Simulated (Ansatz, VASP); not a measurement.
**Al5In4Ga7P16 (random zinc-blende (Al, Ga, In)P solid solution) in two plane-wave programs**

One calculation is typed for both programs; each brings its own data sets. How far apart do they land? The structure shown is the start of the Ansatz relaxation below; VASP solves that cell, so the two are compared at the walk's first step.

Method: plane waves, with VASP 6.6.1 beside it; single point at PBE, in Ansatz 0.2.0.

## (1) Set-up

The cell holds 64 atoms: 14 Ga, 32 P, 8 In and 10 Al. Cell: a = 11.130 Å, b = 11.130 Å, c = 11.130 Å, α = 90.0°, β = 90.0°, γ = 90.0°. Zinc-blende lattice (a = 5.565 A, the mean of the end members), 2 x 2 x 2 cells, metal sites filled at random with 10 Al, 14 Ga, 8 In; (so at first; earlier steps may have moved the atoms), displaced by a Gaussian of 0.02 A.

## (2) Ansatz: relaxation, PBE

Ansatz runs on its PAW soft_1 files.

The two programs are compared at the cell with which this relaxation starts, whose forces are those of its first step.

input.yaml reads:

```yaml
crystal:
  lattice:
    - [11.13, 0.0, 0.0]
    - [0.0, 11.13, 0.0]
    - [0.0, 0.0, 11.13]
  atoms:
    - { symbol: Ga, position: [0.00018, 0.00069, 0.99895] }
    - { symbol: P, position: [0.12215, 0.12279, 0.12508] }
    - { symbol: In, position: [0.0001, 0.24797, 0.25393] }
    - { symbol: P, position: [0.12325, 0.37335, 0.37506] }
    - { symbol: Al, position: [0.25216, 0.99936, 0.24704] }
    - { symbol: P, position: [0.37687, 0.12648, 0.37812] }
    - { symbol: In, position: [0.25168, 0.24664, 0.00281] }
    - { symbol: P, position: [0.37565, 0.37524, 0.12494] }
    - { symbol: Ga, position: [0.99737, 0.00059, 0.49743] }
    - { symbol: P, position: [0.1258, 0.12799, 0.62416] }
    - { symbol: Ga, position: [0.00088, 0.24919, 0.75027] }
    - { symbol: P, position: [0.12511, 0.37452, 0.87211] }
    - { symbol: In, position: [0.25158, 0.00388, 0.7482] }
    - { symbol: P, position: [0.37334, 0.12326, 0.87395] }
    - { symbol: In, position: [0.24824, 0.24844, 0.50123] }
    - { symbol: P, position: [0.3784, 0.37696, 0.62423] }
    - { symbol: Al, position: [0.99732, 0.49764, 0.00344] }
    - { symbol: P, position: [0.12468, 0.62264, 0.12376] }
    - { symbol: Ga, position: [0.99996, 0.74888, 0.249] }
    - { symbol: P, position: [0.12412, 0.8775, 0.37521] }
    - { symbol: Ga, position: [0.2508, 0.50048, 0.24893] }
    - { symbol: P, position: [0.37306, 0.62308, 0.37284] }
    - { symbol: In, position: [0.24961, 0.75042, 0.00017] }
    - { symbol: P, position: [0.37531, 0.87378, 0.12055] }
    - { symbol: Al, position: [0.0001, 0.49895, 0.49733] }
    - { symbol: P, position: [0.12333, 0.62682, 0.62374] }
    - { symbol: Ga, position: [0.99899, 0.75161, 0.75212] }
    - { symbol: P, position: [0.12748, 0.87664, 0.87411] }
    - { symbol: In, position: [0.25179, 0.50118, 0.74957] }
    - { symbol: P, position: [0.37494, 0.62245, 0.87771] }
    - { symbol: Ga, position: [0.24814, 0.74798, 0.49914] }
    - { symbol: P, position: [0.37545, 0.87818, 0.62304] }
    - { symbol: Ga, position: [0.49736, 0.99781, 0.99862] }
    - { symbol: P, position: [0.62584, 0.12329, 0.12723] }
    - { symbol: Ga, position: [0.49629, 0.24877, 0.25344] }
    - { symbol: P, position: [0.62316, 0.37244, 0.37338] }
    - { symbol: Ga, position: [0.7499, 0.99847, 0.25021] }
    - { symbol: P, position: [0.87208, 0.12373, 0.3764] }
    - { symbol: Ga, position: [0.75112, 0.25007, 0.99991] }
    - { symbol: P, position: [0.87571, 0.37625, 0.12934] }
    - { symbol: Al, position: [0.49948, 0.9989, 0.49679] }
    - { symbol: P, position: [0.62112, 0.12832, 0.62311] }
    - { symbol: Al, position: [0.50162, 0.24818, 0.74786] }
    - { symbol: P, position: [0.62484, 0.37418, 0.87642] }
    - { symbol: Al, position: [0.75101, 0.99978, 0.74796] }
    - { symbol: P, position: [0.87462, 0.12267, 0.87816] }
    - { symbol: Al, position: [0.75005, 0.2508, 0.50144] }
    - { symbol: P, position: [0.87468, 0.37138, 0.62705] }
    - { symbol: Al, position: [0.5005, 0.5011, 0.00039] }
    - { symbol: P, position: [0.62615, 0.62478, 0.12674] }
    - { symbol: In, position: [0.49878, 0.74914, 0.25437] }
    - { symbol: P, position: [0.62623, 0.87486, 0.37686] }
    - { symbol: Ga, position: [0.74922, 0.49904, 0.24946] }
    - { symbol: P, position: [0.87422, 0.62298, 0.37887] }
    - { symbol: Ga, position: [0.75116, 0.75098, 0.00194] }
    - { symbol: P, position: [0.87587, 0.8739, 0.12858] }
    - { symbol: Ga, position: [0.49644, 0.5021, 0.50092] }
    - { symbol: P, position: [0.62161, 0.6271, 0.626] }
    - { symbol: Al, position: [0.50004, 0.75033, 0.74931] }
    - { symbol: P, position: [0.62577, 0.87516, 0.87624] }
    - { symbol: Al, position: [0.75291, 0.49958, 0.75168] }
    - { symbol: P, position: [0.87218, 0.62662, 0.87575] }
    - { symbol: In, position: [0.75005, 0.75112, 0.49944] }
    - { symbol: P, position: [0.87501, 0.87572, 0.62619] }
kpoints:
  mp_grid: { grid: [1, 1, 1] }
hamiltonian:
  xc: pbe
  pseudopotentials: { kind: paw, azcp: { folder: soft_1 } }
scf:
  occupations: { method: fixed }
output:
  forces: true
relax:
  f_tol: 0.05
  max_steps: 150
  cell: {}
```

Started as:

```sh
> ansatz run input.yaml --threads 4 --pin off --max-ram 8192MiB --backend cpu --events-out ev --progress --plain --runs-dir out
```

Numbers of over 12 decimals in the logs are rounded to 6 here.

Log:

```text
Engine: ansatz 0.2.0, aarch64-unknown-linux-gnu
Pseudopotentials: kind: paw
Pseudopotential: Ga, paw, valence charge 13, recommended cutoff 420 eV (normal), soft_1/Ga.paw.azcp
Pseudopotential: P, paw, valence charge 5, recommended cutoff 420 eV (normal), soft_1/P.paw.azcp
Pseudopotential: In, paw, valence charge 13, recommended cutoff 420 eV (normal), soft_1/In.paw.azcp
Pseudopotential: Al, paw, valence charge 3, recommended cutoff 420 eV (normal), soft_1/Al.paw.azcp
Functional definition: PBE
  parameter kappa = 0.804
  parameter beta = 0.066725
  exchange = pbe_x(kappa = kappa, mu = beta*pi^2/3)
  correlation = pbe_c(beta = beta)
Crystal: 64 atoms, lattice volume = 1378.750 Å³
Basis set: ecut = 420 eV, 26961 PW (Γ), exchange–correlation on 150×150×150 points (8 copies of the dense FFT grid, shifted against one another)
Bands: 302, of which v1, the nominal top of the filled ones, is band 238 counted from 1 (237 counted from 0)
Symmetry: 1 space group operations
Space group: P1 (ITA 1), of the structure as read, at distance tolerance 1.1e-4 Å
k-points: 1
Non-local potential: Ga, projectors of the file, l = 0: 2, l = 1: 2, l = 2: 3, l = 3: 1
Non-local potential: P, projectors of the file, l = 0: 2, l = 1: 2, l = 2: 1
Non-local potential: In, projectors of the file, l = 0: 2, l = 1: 2, l = 2: 2, l = 3: 1
Non-local potential: Al, projectors of the file, l = 0: 2, l = 1: 2, l = 2: 1
PAW form: soft (Blöchl's): semilocal exchange-correlation on the pseudo side does not see the compensation charge
PAW one-centre angular grid: Ga, 590 points (default); XC on 64 Gauss nodes
PAW one-centre angular grid: P, 110 points (default); XC on 64 Gauss nodes
PAW one-centre angular grid: In, 590 points (default); XC on 64 Gauss nodes
PAW one-centre angular grid: Al, 110 points (default); XC on 64 Gauss nodes
Initial density: superposition of atomic densities (chi_scale 0.1, normalization cell, long waves kept (reshape's long-wave potential 0.05 eV rms))
Initial wavefunctions: pseudopotential atomic-orbital guess
Functional: x = pbe(κ = 0.804, μ = 0.219515), c = pbe(β = 0.066725)
SCF iter   1: F=—  HF=-127329.713712 eV  |F-HF|=—  |Δ(HF+E_count)|=         —  Δρ=4.46e-2  dr2=2.99e1  ethr=3.10e-3  ⟨swp⟩=6.0  Hψ=989  notcnv=0  defer=58
preconditioner: auto → Resta (q_TF=auto, 2.285 Å⁻¹)  ε∞=3.9  [insulator: Δε(μ)=1.894 eV  Ē_g=12.882 eV  n_scr=256 (ndim 8)  ℏωp=21.8 eV  f_vac=0.000  ε∞_Penn≈3.9]
SCF iter   2: F=—  HF=-127323.432044 eV  |F-HF|=—  |Δ(HF+E_count)|=    6.28e0  Δρ=2.47e-2  dr2=7.69e0  ethr=3.10e-3  ⟨swp⟩=2.0  Hψ=422  notcnv=0  defer=56
SCF iter   3: F=—  HF=-127322.293537 eV  |F-HF|=—  |Δ(HF+E_count)|=    1.14e0  Δρ=4.42e-3  dr2=3.00e-1  ethr=1.62e-3  ⟨swp⟩=2.0  Hψ=380  notcnv=0  defer=60
SCF iter   4: F=—  HF=-127322.353719 eV  |F-HF|=—  |Δ(HF+E_count)|=   6.02e-2  Δρ=2.57e-3  dr2=8.56e-2  ethr=6.29e-5  ⟨swp⟩=3.0  Hψ=492  notcnv=0  defer=62
SCF iter   5: F=—  HF=-127322.315671 eV  |F-HF|=—  |Δ(HF+E_count)|=   3.80e-2  Δρ=9.15e-4  dr2=1.08e-2  ethr=1.80e-5  ⟨swp⟩=3.0  Hψ=490  notcnv=0  defer=62
SCF iter   6: F=—  HF=-127322.331963 eV  |F-HF|=—  |Δ(HF+E_count)|=   1.63e-2  Δρ=1.77e-4  dr2=5.86e-4  ethr=2.27e-6  ⟨swp⟩=3.0  Hψ=617  notcnv=0  defer=62
SCF iter   7: F=—  HF=-127322.332600 eV  |F-HF|=—  |Δ(HF+E_count)|=   6.37e-4  Δρ=4.39e-5  dr2=3.54e-5  ethr=1.23e-7  ⟨swp⟩=2.0  Hψ=484  notcnv=0  defer=62
SCF iter   8: F=—  HF=-127322.331903 eV  |F-HF|=—  |Δ(HF+E_count)|=   6.97e-4  Δρ=1.81e-5  dr2=6.11e-6  ethr=7.43e-9  ⟨swp⟩=2.0  Hψ=540  notcnv=0  defer=62
SCF iter   9: F=—  HF=-127322.331909 eV  |F-HF|=—  |Δ(HF+E_count)|=   5.83e-6  Δρ=1.01e-5  dr2=1.11e-6  ethr=1.28e-9  ⟨swp⟩=2.0  Hψ=487  notcnv=0  defer=62
SCF iter  10: F=-127322.331909 eV  HF=-127322.331909 eV  |F-HF|=3.11e-8  |Δ(HF+E_count)|=   5.18e-7  Δρ=2.47e-6  dr2=9.89e-8  ethr=2.10e-11  ⟨swp⟩=4.0  Hψ=1167  notcnv=0
SCF 1 converged in 10 iterations: F = -127322.331909 eV  dr2 = 9.89e-8
  greatest PAW one-centre occupation: 0.994 electrons in one spin orbital (limit 2), on the Ga atom at site 8 (counted from 0), in its partial waves of l = 2
relax step   1: F+E_penalty+E_count = -127322.33190851 eV  Δ(F+E_penalty+E_count) = +0.000e0 eV  max|allowed force component| = 2.464e0 eV/Å  Δτ_max = 0.0000 Å  P = +3.522 GPa  Ω = 1378.750 Å³  (10 SCF iters, dr2 threshold 1.00e-7 eV, accepted)
Crystal: 64 atoms, lattice volume = 1430.835 Å³
Basis set: ecut = 420 eV, 28011 PW (Γ), exchange–correlation on 150×150×150 points (8 copies of the dense FFT grid, shifted against one another)
Initial density: handed on by an earlier stage of this run
Initial wavefunctions: those handed on with the density
iter 1 solved again at ethr=2.43e-4 eV; its pass at ethr=3.10e-3 eV (dr2=1.16e0 eV) is discarded
SCF iter   1: F=—  HF=-127326.044918 eV  |F-HF|=—  |Δ(HF+E_count)|=         —  Δρ=9.74e-3  dr2=1.19e0  ethr=2.43e-4  ⟨swp⟩=2.0  Hψ=1188  notcnv=0  defer=61
[...]
atom  11  Ga     0.00031567    -0.00026429    -0.00047210
  atom  12  P      0.00021091    -0.00224676    -0.00249565
  atom  13  In    -0.00132862    -0.00032086     0.00052968
  atom  14  P      0.00126374    -0.00056806     0.00222695
  atom  15  In     0.00466094     0.00622129    -0.00299185
  atom  16  P     -0.00100513     0.00220155    -0.00339311
  atom  17  Al    -0.00241461    -0.00085506     0.00159168
  atom  18  P     -0.00070111     0.00254803     0.00237405
  atom  19  Ga    -0.00139758    -0.00190902    -0.00421994
  atom  20  P      0.00136276     0.00216728    -0.00215178
  atom  21  Ga     0.00013383     0.00178652     0.00452781
  atom  22  P      0.00529086     0.00394000    -0.00155553
  atom  23  In     0.00207308    -0.00325914    -0.00117723
  atom  24  P      0.00041363    -0.00069523    -0.00327734
  atom  25  Al    -0.00009409    -0.00226775    -0.00137253
  atom  26  P     -0.00073203     0.00300574    -0.00049083
  atom  27  Ga     0.00126057     0.00273556     0.00221408
  atom  28  P      0.00040347    -0.00018480     0.00064488
  atom  29  In    -0.00131869    -0.00092713     0.00001455
  atom  30  P     -0.00082894     0.00003461     0.00029529
  atom  31  Ga    -0.00277069    -0.00555255     0.00172939
  atom  32  P     -0.00252219    -0.00120303    -0.00026318
  atom  33  Ga     0.00224123     0.00152536    -0.00035545
  atom  34  P      0.00885923     0.00007019     0.00461087
[...]
atom  57  Ga     0.00058761    -0.00061230     0.00404258
  atom  58  P      0.00148929     0.00405597     0.00131195
  atom  59  Al     0.00132153    -0.00322497     0.00025456
  atom  60  P     -0.00239797     0.00047240     0.00002832
  atom  61  Al    -0.00322574    -0.00179659    -0.00269692
  atom  62  P     -0.00161133     0.00409340     0.00247464
  atom  63  In     0.00369274    -0.00190343    -0.00120286
  atom  64  P     -0.00739988    -0.00086683    -0.00345979
  max |Σ_I F_I| component: 5.46e-7 eV/Å
--- Stress (GPa, compression-positive) ---
        0.010986       0.000188      -0.002921
        0.000191       0.011805       0.001987
       -0.002920       0.001983       0.012830
  P = ⅓ Tr σ = 0.0119 GPa (0.119 kbar)
--- Relaxed structure (4 steps of the walk, 4 accepted, 1 SCFs on fresh bases) ---
  F+E_penalty+E_count = -127325.97306917 eV   max|allowed force component| = 8.859e-3 eV/Å   (the final SCF, on the basis selected at the relaxed cell)
  cell:  # Å, volume = 1422.9830 Å³
    - [11.260820, 0.00257622, -8.532380343915548e-5]
    - [0.00257622, 11.245455, -0.00281557]
    - [-8.532380343915548e-5, -0.00281557, 11.237060]
  atoms:
    - { symbol: Ga, position: [-0.00735861, -0.00277057, 1.000670] }
    - { symbol: P, position: [0.122739, 0.110080, 0.125902] }
    - { symbol: In, position: [-0.00430554, 0.249947, 0.250727] }
    - { symbol: P, position: [0.123910, 0.387415, 0.376793] }
    - { symbol: Al, position: [0.249927, 0.998116, 0.251134] }
    - { symbol: P, position: [0.381785, 0.117948, 0.367640] }
    - { symbol: In, position: [0.251690, 0.249936, 0.0026075] }
    - { symbol: P, position: [0.382867, 0.383552, 0.133008] }
    - { symbol: Ga, position: [0.996850, -0.00190113, 0.500854] }
    - { symbol: P, position: [0.110561, 0.126608, 0.625086] }
    - { symbol: Ga, position: [-0.00982971, 0.250221, 0.750339] }
    - { symbol: P, position: [0.109901, 0.374722, 0.875289] }
    - { symbol: In, position: [0.250418, -0.00238782, 0.748154] }
    - { symbol: P, position: [0.390509, 0.126066, 0.872862] }
    - { symbol: In, position: [0.251864, 0.248742, 0.498821] }
    - { symbol: P, position: [0.389680, 0.371114, 0.627576] }
    - { symbol: Al, position: [0.993273, 0.501260, -0.000707185] }
    - { symbol: P, position: [0.117749, 0.616413, 0.130546] }
    - { symbol: Ga, position: [0.999294, 0.748858, 0.250222] }
    - { symbol: P, position: [0.124484, 0.875198, 0.374874] }
    - { symbol: Ga, position: [0.249844, 0.501655, 0.253139] }
    - { symbol: P, position: [0.369410, 0.618460, 0.383380] }
    - { symbol: In, position: [0.247979, 0.749478, 0.00247821] }
    - { symbol: P, position: [0.376005, 0.889486, 0.123202] }
    - { symbol: Al, position: [-0.00291193, 0.502860, 0.499913] }
    - { symbol: P, position: [0.115604, 0.633666, 0.619439] }
    - { symbol: Ga, position: [0.994580, 0.750569, 0.750286] }
    - { symbol: P, position: [0.110284, 0.873477, 0.875451] }
    - { symbol: In, position: [0.249457, 0.501919, 0.748465] }
    - { symbol: P, position: [0.389553, 0.625355, 0.877532] }
    - { symbol: Ga, position: [0.247502, 0.749940, 0.498815] }
    - { symbol: P, position: [0.383618, 0.866776, 0.616885] }
    - { symbol: Ga, position: [0.507033, 1.002589, 0.999446] }
    - { symbol: P, position: [0.627961, 0.127130, 0.124527] }
    - { symbol: Ga, position: [0.504243, 0.250468, 0.250307] }
    - { symbol: P, position: [0.627648, 0.374527, 0.375354] }
    - { symbol: Ga, position: [0.749898, 1.001914, 0.248726] }
    - { symbol: P, position: [0.866676, 0.119016, 0.382697] }
    - { symbol: Ga, position: [0.747935, 0.250126, 0.998492] }
    - { symbol: P, position: [0.866691, 0.379164, 0.116966] }
    - { symbol: Al, position: [0.502096, 1.001496, 0.499538] }
    - { symbol: P, position: [0.626408, 0.123670, 0.625589] }
    - { symbol: Al, position: [0.509513, 0.249168, 0.750511] }
    - { symbol: P, position: [0.626947, 0.374017, 0.875332] }
    - { symbol: Al, position: [0.749489, 1.001880, 0.752584] }
    - { symbol: P, position: [0.870962, 0.125057, 0.877277] }
    - { symbol: Al, position: [0.748001, 0.249433, 0.502334] }
    - { symbol: P, position: [0.872003, 0.376947, 0.623218] }
    - { symbol: Al, position: [0.506322, 0.498284, 0.000747954] }
    - { symbol: P, position: [0.632124, 0.620084, 0.119231] }
    - { symbol: In, position: [0.499380, 0.749721, 0.250408] }
    - { symbol: P, position: [0.626481, 0.887278, 0.375257] }
    - { symbol: Ga, position: [0.749691, 0.497959, 0.247329] }
    - { symbol: P, position: [0.878235, 0.618411, 0.368098] }
    - { symbol: Ga, position: [0.751556, 0.749480, -0.00180284] }
    - { symbol: P, position: [0.872380, 0.873314, 0.126498] }
    - { symbol: Ga, position: [0.502120, 0.496572, 0.500876] }
    - { symbol: P, position: [0.620529, 0.616781, 0.631958] }
    - { symbol: Al, position: [0.504155, 0.749130, 0.750157] }
    - { symbol: P, position: [0.627268, 0.874821, 0.874430] }
    - { symbol: Al, position: [0.749554, 0.497705, 0.751761] }
    - { symbol: P, position: [0.873150, 0.624771, 0.872886] }
    - { symbol: In, position: [0.751079, 0.749385, 0.502591] }
    - { symbol: P, position: [0.878398, 0.882055, 0.633524] }
```

(Part 1 of 2 ends here.)

[Lines on the potential files, build, host, timing and source positions are cut from VASP's logs without a mark.]

[Logs are printed without paths, hosts, clocks, repeated set-up lines and the standing remarks that a program may print on its own settings, such as how far it seeks lower states.]

[Hosts, paths, dates, database ids (printed as entryN), source tags and the programs' standing remarks are cut or masked in the printed files.]
